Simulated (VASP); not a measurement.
Level of theory: PBEsol GGA, VASP's PBE PAW potentials (set 64) (plane waves; VASP).

Input for VASP

File KPOINTS:
```
Automatic mesh
0
Gamma
5 3 3
0 0 0
```

**INCAR**
```
ALGO  =  Normal
EDIFF  =  1E-6
EDIFFG  =  -0.02
ENCUT  =  400
GGA  =  PS
IBRION  =  2
ISIF  =  3
ISMEAR  =  0
LASPH  =  .TRUE.
LCHARG  =  .FALSE.
LMAXMIX  =  4
LREAL  =  .FALSE.
LWAVE  =  .FALSE.
NELM  =  100
NSW  =  60
PREC  =  Accurate
SIGMA  =  0.05
SYSTEM  =  Cd4Te3Se
```

POSCAR:
```
Cd4Te3Se
1
    4.5235621800     0.0000000000     0.0000000000
    0.0000000000     9.0581179664     0.0000000000
    0.0000000000     0.0000000000     6.3547894274
Cd Te Se
4 3 1
Direct
  0.0000000000   0.0000000000   0.9777369115
  0.5000000000   0.7624355298   0.5088805606
  0.5000000000   0.2375644702   0.5088805606
  0.0000000000   0.5000000000   0.0060040448
  0.0000000000   0.7566927191   0.2497735419
  0.0000000000   0.2433072809   0.2497735419
  0.5000000000   0.5000000000   0.7472841812
  0.5000000000   0.0000000000   0.7516866576
```

POTCAR, in this order: Cd Te Se (PBE.64 set). Program: vasp_std.

Unless said otherwise, spin-orbit coupling is left out, though it shifts the bands of the heavy elements here.

Task: What does the run give for the energy per atom (σ→0), volume per atom, band gap (on the k-mesh)?

Result: 
| Quantity | Result |
|---|---|
| energy per atom (σ→0) | -2.820 eV/atom |
| band gap (on the k-mesh) | 0.48 eV |
| volume per atom | 32.47 Å³/atom |

OSZICAR:
```
...
   7 F= -.22562395E+02 E0= -.22562395E+02  d E =-.266608E-03
       N       E                     dE             d eps       ncg     rms          rms(c)
DAV:   1    -0.225624884564E+02   -0.93593E-04   -0.31116E-02  1038   0.824E-01    0.437E-02
DAV:   2    -0.225624832491E+02    0.52073E-05   -0.26186E-04  1176   0.949E-02    0.184E-02
DAV:   3    -0.225624771750E+02    0.60741E-05   -0.96851E-06  1160   0.176E-02    0.122E-02
DAV:   4    -0.225624744261E+02    0.27489E-05   -0.29620E-06   814   0.101E-02    0.374E-03
DAV:   5    -0.225624741362E+02    0.28986E-06   -0.55627E-07   561   0.478E-03
   8 F= -.22562474E+02 E0= -.22562474E+02  d E =-.795175E-04
```

The structure comes from a computed database's Cd4Te3Se entry (Pmm2); how it stands against other phases isn't given here. This run relaxes it. Symmetry was kept, so distortions that lower it aren't found. The start is the result of an earlier pass.
